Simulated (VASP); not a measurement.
HgTe (Coloradoite):

```
CELL_PARAMETERS angstrom
0.00000 3.21450 3.21450
3.21450 0.00000 3.21450
3.21450 3.21450 0.00000
ATOMIC_POSITIONS crystal
Hg 0.00000 0.00000 0.00000
Te 0.25000 0.25000 0.25000
```

```yaml
Program: VASP 6.6.1
Task: relaxation of cell and atoms
Functional: PBEsol
Potentials_or_basis: VASP PAW PBE potentials, release 64 (Hg, Te)
Cutoff: 600 eV
k_mesh: 10 × 10 × 10
Occupations: gaussian, width 0.03 eV
Spin: no spin polarisation
```

At the start: pressure 1.9 GPa; volume 33.22 Å³/atom.

Q: How do energy, volume and symmetry change on relaxing?

A: Over 3 steps the energy falls by 7.7 meV/atom and the volume is 34.58 Å³/atom (+4.1 %); space group F-43m (No. 216, to 0.05 Å).

The path:
| step | energy change (eV) | largest force (eV/Å) | pressure (GPa) | volume (Å³) |
| --- | --- | --- | --- | --- |
| 1 | 0.0000 | 0.0000 | 1.88 | 66.43 |
| 2 | -0.0133 | 0.0000 | -0.63 | 70.26 |
| 3 | -0.0155 | 0.0000 | 0.00 | 69.17 |

Final structure:
```
CELL_PARAMETERS angstrom
0.00000 3.25801 3.25801
3.25801 0.00000 3.25801
3.25801 3.25801 0.00000
ATOMIC_POSITIONS crystal
Hg 0.00000 0.00000 0.00000
Te 0.25000 0.25000 0.25000
```

Caveat: the PAW data sets were made with another functional, which shifts forces and pressure a little.
